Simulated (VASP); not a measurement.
Consider the following.

```yaml
crystal:
  lattice:
    - [0.00000, 2.94671, 2.94671]
    - [2.94671, 0.00000, 2.94671]
    - [2.94671, 2.94671, 0.00000]
  atoms:
    - { symbol: Cu, position: [0.00000, 0.00000, 0.00000] }
    - { symbol: I, position: [0.25000, 0.25000, 0.25000] }
```

These are optB86b-vdW, VASP's PBE PAW potentials (set 64) (plane waves; VASP) values and carry that method's errors. Run with 520 eV cut-off, 8×8×8 Γ-centred mesh, Gaussian smearing of 0.050 eV, potentials Cu I.

### Question
Give the stress tensor in GPa (positive for a compressed cell).

### Answer

```
3.22  0.00  0.00
0.00  3.22  0.00
0.00  0.00  3.22
```
The pressure is its mean diagonal, 3.22 GPa.

The compound is CuI in the zinc blende structure. This cell is one point of a volume scan, at 0.94 of the reference volume.
